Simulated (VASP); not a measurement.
VASP runs on Os (space group P6/mmm) share one base input (PBE GGA, plane waves, VASP's PBE PAW potentials (set 64)) and change the settings named in each case.

**POSCAR**
```
Os
4.2963610
  1.0000000000   0.0000000000   0.0000000000
 -0.4999998836   0.8660254574   0.0000000000
  0.0000000000   0.0000000000   0.6082161159
Os
3
direct
  0.0000000000   0.0000000000   0.0000000000
  0.3333330000   0.6666670000   0.5000000000
  0.6666670000   0.3333330000   0.5000000000
```

KPOINTS:
```
Automatic
0
G
  7 7 10
0 0 0
```

### INCAR
```
SYSTEM  =  Os
PREC  =  Accurate; ENCUT  =  300; LREAL  =  F
LASPH  =  T
EDIFF  =  1E-6; NELM  =  100; ALGO  =  Normal
LMAXMIX  =  6
ISMEAR  =  -1; SIGMA  =  0.1
GGA  =  PE
ISIF  =  2
LWAVE  =  F; LCHARG  =  F
```

POTCAR, in this order: Os (PBE.64 set). Program: vasp_std.

```
change                                                                                                                          E(σ→0) (eV/atom)  pressure (GPa)  −TS (eV)
------------------------------------------------------------------------------------------------------------------------------  ----------------  --------------  --------
base run                                                                                                                                -10.8267           20.34   -0.0773
GGA = PS                                                                                                                                -11.8367               …         …
GGA_COMPAT = .FALSE., LNONCOLLINEAR = .TRUE., LSORBIT = .TRUE., MAGMOM = 0.0 0.0 0.0 0.0 0.0 0.0 0.0 0.0 0.0, program vasp_ncl          -11.1542           20.38   -0.0792
KPOINTS 4×4×5 Γ-centred mesh                                                                                                            -10.8411           20.20   -0.0793
```

What belongs in the gaps?

- GGA = PS, pressure (GPa): 9.31
- GGA = PS, −TS (eV): -0.0772

Energies of different potentials or functionals have different zeros.  Unless said otherwise, spin-orbit coupling is left out, though it shifts the bands of the heavy elements here. At 300 eV the pressure can carry a Pulay error.

Left out are runs that ran out of time, are held back, or changed the cell or the kind of run, fixed moments of cells without a moment, rows past the twelfth, gaps on odd meshes, pressures of charged cells and columns that move by less than the noise.

The structure was generated: Os was put into an ordered model structure, which need not be its known phase. The cell was not relaxed at this level.
